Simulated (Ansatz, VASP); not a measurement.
**Cross-check of Ge (amorphous Ge) between VASP and Ansatz**

Aim: how closely do two programs agree when they are given the same cell, functional and k mesh? The structure shown is the start of the Ansatz relaxation below; VASP solves that cell, so the two are compared at the walk's first step.

Method: plane waves, with VASP 6.6.1 beside it; single point at PBE, in Ansatz 0.2.0.

**1. The structure**

The cell holds 65 atoms: 65 Ge. Cell: a = 11.613 Å, b = 11.613 Å, c = 11.613 Å, α = 90.0°, β = 90.0°, γ = 90.0°. As first built, before any earlier steps moved the atoms (in the runner's words): 65 atoms (65 Ge) placed at random at 5.01 g/cm^3, melted at 3500 K for 10 ps at fixed volume with the Tersoff potential (Tersoff, Phys. Rev. B 39, 5566 (1989)). Quenched from 3500 K to 700 K at 5 K/ps and fixed volume, held 5 ps, then minimised at fixed cell.

**2. Ansatz: relaxation, PBE**

Ansatz runs on its PAW soft_1 files.

The two programs are compared at the cell with which this relaxation starts, whose forces are those of its first step.

Input file input.yaml:

```yaml
crystal:
  lattice:
    - [11.6126, 0.0, 0.0]
    - [0.0, 11.6126, 0.0]
    - [0.0, 0.0, 11.6126]
  atoms:
    - { symbol: Ge, position: [0.4964, 0.86399, 0.5051] }
    - { symbol: Ge, position: [0.39934, 0.45156, 0.36212] }
    - { symbol: Ge, position: [0.6435, 0.20767, 0.4852] }
    - { symbol: Ge, position: [0.2908, 0.81978, 0.50853] }
    - { symbol: Ge, position: [0.48786, 0.93515, 0.18235] }
    - { symbol: Ge, position: [0.05405, 0.21555, 0.29541] }
    - { symbol: Ge, position: [0.02263, 0.09729, 0.92126] }
    - { symbol: Ge, position: [0.51466, 0.34641, 0.05674] }
    - { symbol: Ge, position: [0.3762, 0.12365, 0.87017] }
    - { symbol: Ge, position: [0.42148, 0.45064, 0.88351] }
    - { symbol: Ge, position: [0.84277, 0.97691, 0.43788] }
    - { symbol: Ge, position: [0.18569, 0.29814, 0.14344] }
    - { symbol: Ge, position: [0.80694, 0.76308, 0.43968] }
    - { symbol: Ge, position: [0.75224, 0.33444, 0.3418] }
    - { symbol: Ge, position: [0.78175, 0.09309, 0.64043] }
    - { symbol: Ge, position: [0.33322, 0.29587, 0.73512] }
    - { symbol: Ge, position: [0.53558, 0.82368, 0.71519] }
    - { symbol: Ge, position: [0.74026, 0.04783, 0.26069] }
    - { symbol: Ge, position: [0.36489, 0.12824, 0.32894] }
    - { symbol: Ge, position: [0.94371, 0.45127, 0.97741] }
    - { symbol: Ge, position: [0.21333, 0.12983, 0.0145] }
    - { symbol: Ge, position: [0.57012, 0.17056, 0.95171] }
    - { symbol: Ge, position: [0.56402, 0.5993, 0.79903] }
    - { symbol: Ge, position: [0.65307, 0.44923, 0.18952] }
    - { symbol: Ge, position: [0.3793, 0.30573, 0.21612] }
    - { symbol: Ge, position: [0.1079, 0.66018, 0.24256] }
    - { symbol: Ge, position: [0.12886, 0.49617, 0.07697] }
    - { symbol: Ge, position: [0.86074, 0.21421, 0.20586] }
    - { symbol: Ge, position: [0.89648, 0.45991, 0.4374] }
    - { symbol: Ge, position: [0.66494, 0.4185, 0.7091] }
    - { symbol: Ge, position: [0.72405, 0.23595, 0.81792] }
    - { symbol: Ge, position: [0.10178, 0.32333, 0.67893] }
    - { symbol: Ge, position: [0.6005, 0.6916, 0.44732] }
    - { symbol: Ge, position: [0.14008, 0.07741, 0.58254] }
    - { symbol: Ge, position: [0.04212, 0.79776, 0.75479] }
    - { symbol: Ge, position: [0.73223, 0.89668, 0.73661] }
    - { symbol: Ge, position: [0.20624, 0.52905, 0.39918] }
    - { symbol: Ge, position: [0.52777, 0.59676, 0.27525] }
    - { symbol: Ge, position: [0.85869, 0.74358, 0.64729] }
    - { symbol: Ge, position: [0.55025, 0.03373, 0.37912] }
    - { symbol: Ge, position: [0.66843, 0.69082, 0.98386] }
    - { symbol: Ge, position: [0.76706, 0.87552, 0.94574] }
    - { symbol: Ge, position: [0.83946, 0.52442, 0.63612] }
    - { symbol: Ge, position: [0.99661, 0.47865, 0.76893] }
    - { symbol: Ge, position: [0.49917, 0.73492, 0.11124] }
    - { symbol: Ge, position: [0.25956, 0.57581, 0.92723] }
    - { symbol: Ge, position: [0.09448, 0.35781, 0.4575] }
    - { symbol: Ge, position: [0.99091, 0.14515, 0.71459] }
    - { symbol: Ge, position: [0.48764, 0.35235, 0.55925] }
    - { symbol: Ge, position: [0.14915, 0.82014, 0.07861] }
    - { symbol: Ge, position: [0.27057, 0.98603, 0.17772] }
    - { symbol: Ge, position: [0.20828, 0.9065, 0.67741] }
    - { symbol: Ge, position: [0.3682, 0.91075, 0.81801] }
    - { symbol: Ge, position: [0.90232, 0.62746, 0.29423] }
    - { symbol: Ge, position: [0.15133, 0.61729, 0.75243] }
    - { symbol: Ge, position: [0.87828, 0.24669, 0.98719] }
    - { symbol: Ge, position: [0.98776, 0.88679, 0.94402] }
    - { symbol: Ge, position: [0.48297, 0.57472, 0.59287] }
    - { symbol: Ge, position: [0.17418, 0.86451, 0.33958] }
    - { symbol: Ge, position: [0.32929, 0.76577, 0.97996] }
    - { symbol: Ge, position: [0.80343, 0.56587, 0.09788] }
    - { symbol: Ge, position: [0.65145, 0.01183, 0.06514] }
    - { symbol: Ge, position: [0.04654, 0.02486, 0.40196] }
    - { symbol: Ge, position: [0.28592, 0.22713, 0.51207] }
    - { symbol: Ge, position: [0.27502, 0.62373, 0.57474] }
kpoints:
  mp_grid: { grid: [1, 1, 1] }
hamiltonian:
  xc: pbe
  pseudopotentials: { kind: paw, azcp: { folder: soft_1 } }
scf:
  occupations: { method: fermi_dirac, width: 0.025 }
output:
  forces: true
relax:
  f_tol: 0.05
  max_steps: 150
  cell: {}
```

The run is started by

```console
ansatz run input.yaml --threads 4 --pin off --max-ram 8192MiB --backend cpu --events-out ev --progress --plain --runs-dir out
```

Numbers of over 12 decimals in the logs are rounded to 6 here.

What it wrote:

```text
Engine: ansatz 0.2.0, aarch64-unknown-linux-gnu
Pseudopotentials: kind: paw
Pseudopotential: Ge, paw, valence charge 14, recommended cutoff 420 eV (normal), soft_1/Ge.paw.azcp
Functional definition: PBE
  parameter kappa = 0.804
  parameter beta = 0.066725
  exchange = pbe_x(kappa = kappa, mu = beta*pi^2/3)
  correlation = pbe_c(beta = beta)
Crystal: 65 atoms, lattice volume = 1565.988 Å³
Basis set: ecut = 420 eV, 30647 PW (Γ), exchange–correlation on 160×160×160 points (8 copies of the dense FFT grid, shifted against one another)
Bands: 546, of which v1, the nominal top of the filled ones, is band 455 counted from 1 (454 counted from 0)
Symmetry: 1 space group operations
Space group: P1 (ITA 1), of the structure as read, at distance tolerance 1.2e-4 Å
k-points: 1
Non-local potential: Ge, projectors of the file, l = 0: 2, l = 1: 2, l = 2: 3, l = 3: 1
PAW form: soft (Blöchl's): semilocal exchange-correlation on the pseudo side does not see the compensation charge
PAW one-centre angular grid: Ge, 590 points (default); XC on 64 Gauss nodes
Initial density: superposition of atomic densities (chi_scale 0.1, normalization cell)
Initial wavefunctions: pseudopotential atomic-orbital guess
Functional: x = pbe(κ = 0.804, μ = 0.219515), c = pbe(β = 0.066725)
SCF iter   1: F=—  HF=-279161.288905 eV  |F-HF|=—  |Δ(HF+E_count)|=         —  Δρ=3.01e-2  dr2=1.49e1  ethr=3.10e-3  ⟨swp⟩=6.0  Hψ=1938  notcnv=0
preconditioner: auto → Resta (q_TF=auto, 2.492 Å⁻¹)  ε∞=2.7  [insulator: Δε(μ)=0.252 eV  Ē_g=21.949 eV  σ=0.025 eV  W_gap=0.99  n_scr=436 (ndim 8)  ℏωp=28.3 eV  f_vac=0.046  D(μ)=1.10/eV (n_scr^D=0)  ε∞_Penn≈2.7]
SCF iter   2: F=—  HF=-279159.910819 eV  |F-HF|=—  |Δ(HF+E_count)|=    1.38e0  Δρ=1.74e-2  dr2=4.81e0  ethr=1.64e-3  ⟨swp⟩=2.0  Hψ=637  notcnv=0  defer=80
preconditioner: auto → LDOS  [insulator: Δε(μ)=0.177 eV  Ē_g=22.028 eV  σ=0.025 eV  W_gap=0.94  n_scr=436 (ndim 8)  ℏωp=28.3 eV  f_vac=0.057  D(μ)=4.61/eV (n_scr^D=6)  ε∞_Penn≈2.7  β→1.0]
SCF iter   3: F=—  HF=-279159.816405 eV  |F-HF|=—  |Δ(HF+E_count)|=   9.44e-2  Δρ=4.39e-3  dr2=2.42e0  ethr=5.28e-4  ⟨swp⟩=4.0  Hψ=615  notcnv=0  defer=80
SCF iter   4: F=—  HF=-279159.490131 eV  |F-HF|=—  |Δ(HF+E_count)|=   3.26e-1  Δρ=1.41e-3  dr2=1.45e-1  ethr=2.66e-4  ⟨swp⟩=4.0  Hψ=940  notcnv=0  defer=80
SCF iter   5: F=—  HF=-279159.461692 eV  |F-HF|=—  |Δ(HF+E_count)|=   2.84e-2  Δρ=3.30e-4  dr2=3.80e-3  ethr=1.59e-5  ⟨swp⟩=3.0  Hψ=812  notcnv=0  defer=75
SCF iter   6: F=—  HF=-279159.462533 eV  |F-HF|=—  |Δ(HF+E_count)|=   8.41e-4  Δρ=1.31e-4  dr2=8.88e-4  ethr=4.18e-7  ⟨swp⟩=2.0  Hψ=928  notcnv=0  defer=75
SCF iter   7: F=—  HF=-279159.462513 eV  |F-HF|=—  |Δ(HF+E_count)|=   2.02e-5  Δρ=3.60e-5  dr2=4.16e-5  ethr=9.76e-8  ⟨swp⟩=3.0  Hψ=1044  notcnv=0  defer=75
SCF iter   8: F=—  HF=-279159.462571 eV  |F-HF|=—  |Δ(HF+E_count)|=   5.76e-5  Δρ=1.13e-5  dr2=4.35e-6  ethr=4.57e-9  ⟨swp⟩=2.0  Hψ=928  notcnv=0  defer=75
SCF iter   9: F=—  HF=-279159.462573 eV  |F-HF|=—  |Δ(HF+E_count)|=   2.18e-6  Δρ=4.00e-6  dr2=4.22e-7  ethr=4.78e-10  ⟨swp⟩=2.0  Hψ=909  notcnv=0  defer=75
SCF iter  10: F=-279159.462573 eV  HF=-279159.462573 eV  |F-HF|=2.56e-9  |Δ(HF+E_count)|=   2.35e-7  Δρ=1.44e-6  dr2=6.20e-8  ethr=1.10e-11  ⟨swp⟩=4.0  Hψ=1565  notcnv=0
SCF 1 converged in 10 iterations: F = -279159.462573 eV  dr2 = 6.20e-8
  greatest PAW one-centre occupation: 0.998 electrons in one spin orbital (limit 2), on the Ge atom at site 2 (counted from 0), in its partial waves of l = 2
relax step   1: F+E_penalty+E_count = -279159.46257329 eV  Δ(F+E_penalty+E_count) = +0.000e0 eV  max|allowed force component| = 6.753e-1 eV/Å  Δτ_max = 0.0000 Å  P = +1.197 GPa  Ω = 1565.988 Å³  (10 SCF iters, dr2 threshold 1.00e-7 eV, accepted)
Crystal: 65 atoms, lattice volume = 1595.265 Å³
Basis set: ecut = 420 eV, 31167 PW (Γ), exchange–correlation on 160×160×160 points (8 copies of the dense FFT grid, shifted against one another)
Initial density: handed on by an earlier stage of this run
Initial wavefunctions: those handed on with the density
iter 1 solved again at ethr=7.34e-5 eV; its pass at ethr=3.10e-3 eV (dr2=6.68e-1 eV) is discarded
SCF iter   1: F=—  HF=-279160.714142 eV  |F-HF|=—  |Δ(HF+E_count)|=         —  Δρ=8.29e-3  dr2=6.71e-1  ethr=7.34e-5  ⟨swp⟩=4.0  Hψ=2422  notcnv=0
preconditioner: auto → LDOS  [insulator: Δε(μ)=0.194 eV  Ē_g=22.010 eV  σ=0.025 eV  W_gap=0.96  n_scr=422 (ndim 8)  ℏωp=28.0 eV  f_vac=0.100  D(μ)=3.16/eV (n_scr^D=6)  ε∞_Penn≈2.6  β→1.0]
SCF iter   2: F=—  HF=-279160.750863 eV  |F-HF|=—  |Δ(HF+E_count)|=   3.67e-2  Δρ=2.41e-3  dr2=4.11e-1  ethr=7.34e-5  ⟨swp⟩=6.0  Hψ=1185  notcnv=0
SCF iter   3: F=—  HF=-279160.689698 eV  |F-HF|=—  |Δ(HF+E_count)|=   6.12e-2  Δρ=8.62e-4  dr2=8.62e-2  ethr=4.52e-5  ⟨swp⟩=7.0  Hψ=838  notcnv=0
[...]
atom  14  Ge     0.00119074     0.00349444     0.00602009
  atom  15  Ge     0.01810472     0.00129504    -0.00313022
  atom  16  Ge     0.02080693    -0.02216021    -0.00841831
  atom  17  Ge    -0.00624422     0.00628724    -0.00134309
  atom  18  Ge    -0.00920118    -0.00764468     0.00011256
  atom  19  Ge    -0.00070484    -0.00788202    -0.00112238
  atom  20  Ge     0.00138728     0.00026561    -0.00136038
  atom  21  Ge     0.00322464    -0.01098557     0.00256869
  atom  22  Ge    -0.00671016     0.00467276    -0.00223898
  atom  23  Ge    -0.00492207    -0.00912780    -0.01269423
  atom  24  Ge    -0.00588932     0.00358541    -0.00398869
  atom  25  Ge     0.00440217     0.00318904     0.01029367
  atom  26  Ge     0.00609737    -0.01071286    -0.00694141
  atom  27  Ge    -0.00179694     0.00441360     0.00182156
  atom  28  Ge     0.00204476     0.01389189    -0.00545486
  atom  29  Ge     0.00452463    -0.00465183    -0.00397926
  atom  30  Ge    -0.00932429     0.00433290    -0.00014914
  atom  31  Ge    -0.00002289     0.00044800     0.00767185
  atom  32  Ge    -0.00416019     0.00393625    -0.00928552
  atom  33  Ge     0.01286011     0.00316100    -0.00629321
  atom  34  Ge     0.01014802     0.01120893    -0.00147867
  atom  35  Ge    -0.00162720    -0.00602420     0.00383961
  atom  36  Ge    -0.01310414    -0.00209839    -0.00308238
  atom  37  Ge    -0.00297514    -0.00345266     0.00313412
[...]
atom  58  Ge     0.00358929    -0.00645783     0.01127144
  atom  59  Ge     0.00460598    -0.00405772    -0.02479876
  atom  60  Ge    -0.00190569     0.00481945    -0.00733755
  atom  61  Ge     0.00590430     0.00295358     0.00184034
  atom  62  Ge     0.00164817     0.00709922     0.00532842
  atom  63  Ge    -0.01316396    -0.00281133     0.00638281
  atom  64  Ge     0.00070239    -0.01872329    -0.00457203
  atom  65  Ge    -0.00765898    -0.00243674     0.00619430
  max |Σ_I F_I| component: 6.81e-7 eV/Å
--- Stress (GPa, compression-positive) ---
        0.001774       0.008227      -0.005355
        0.008227       0.040010      -0.010616
       -0.005355      -0.010616      -0.019418
  P = ⅓ Tr σ = 0.0075 GPa (0.075 kbar)
--- Relaxed structure (12 steps of the walk, 12 accepted, 1 SCFs on fresh bases) ---
  F+E_penalty+E_count = -279162.37484823 eV   max|allowed force component| = 2.480e-2 eV/Å   (the final SCF, on the basis selected at the relaxed cell)
  cell:  # Å, volume = 1582.7128 Å³
    - [11.762561, -0.055830, -0.146296]
    - [-0.055830, 12.338613, 0.056154]
    - [-0.146296, 0.056154, 10.907509]
  atoms:
    - { symbol: Ge, position: [0.493297, 0.885008, 0.482085] }
    - { symbol: Ge, position: [0.402114, 0.453084, 0.377926] }
    - { symbol: Ge, position: [0.632738, 0.207638, 0.498901] }
    - { symbol: Ge, position: [0.287615, 0.824737, 0.465944] }
    - { symbol: Ge, position: [0.497936, 0.929558, 0.173577] }
    - { symbol: Ge, position: [0.052578, 0.225377, 0.302689] }
    - { symbol: Ge, position: [0.013212, 0.085559, 0.939555] }
    - { symbol: Ge, position: [0.518246, 0.332439, 0.054196] }
    - { symbol: Ge, position: [0.370534, 0.118434, 0.860602] }
    - { symbol: Ge, position: [0.407461, 0.437236, 0.891745] }
    - { symbol: Ge, position: [0.853210, 0.970240, 0.419623] }
    - { symbol: Ge, position: [0.195327, 0.291684, 0.149022] }
    - { symbol: Ge, position: [0.814283, 0.768583, 0.415141] }
    - { symbol: Ge, position: [0.736275, 0.341853, 0.355171] }
    - { symbol: Ge, position: [0.790900, 0.078241, 0.630975] }
    - { symbol: Ge, position: [0.322787, 0.293402, 0.731838] }
    - { symbol: Ge, position: [0.526969, 0.850446, 0.706270] }
    - { symbol: Ge, position: [0.754654, 0.057820, 0.243112] }
    - { symbol: Ge, position: [0.387065, 0.139594, 0.349220] }
    - { symbol: Ge, position: [0.939276, 0.438884, 0.971499] }
    - { symbol: Ge, position: [0.214151, 0.134280, 0.010977] }
    - { symbol: Ge, position: [0.569971, 0.163888, 0.936302] }
    - { symbol: Ge, position: [0.572009, 0.550366, 0.828220] }
    - { symbol: Ge, position: [0.646661, 0.448429, 0.187778] }
[...]
- { symbol: Ge, position: [0.504066, 0.655702, 0.645630] }
    - { symbol: Ge, position: [0.175419, 0.903277, 0.286970] }
    - { symbol: Ge, position: [0.315602, 0.756673, 0.997540] }
    - { symbol: Ge, position: [0.797579, 0.554881, 0.089829] }
    - { symbol: Ge, position: [0.655359, 0.00129922, 0.050318] }
    - { symbol: Ge, position: [0.051509, 0.034176, 0.386224] }
    - { symbol: Ge, position: [0.265032, 0.230186, 0.502998] }
    - { symbol: Ge, position: [0.290034, 0.646514, 0.579014] }
```

Reading the cycles: dr2 is the Hartree energy of the density residual (eV), the measure of convergence; HF is the Harris–Foulkes estimate of the energy, which meets the free energy F at convergence.

(Continued in part 2 of 2.)

[Lines on the potential files, build, host, timing and source positions are cut from VASP's logs without a mark.]

[Logs are printed without paths, hosts, clocks, repeated set-up lines and the standing remarks that a program may print on its own settings, such as how far it seeks lower states.]

[Hosts, paths, dates, database ids (printed as entryN), source tags and the programs' standing remarks are cut or masked in the printed files.]
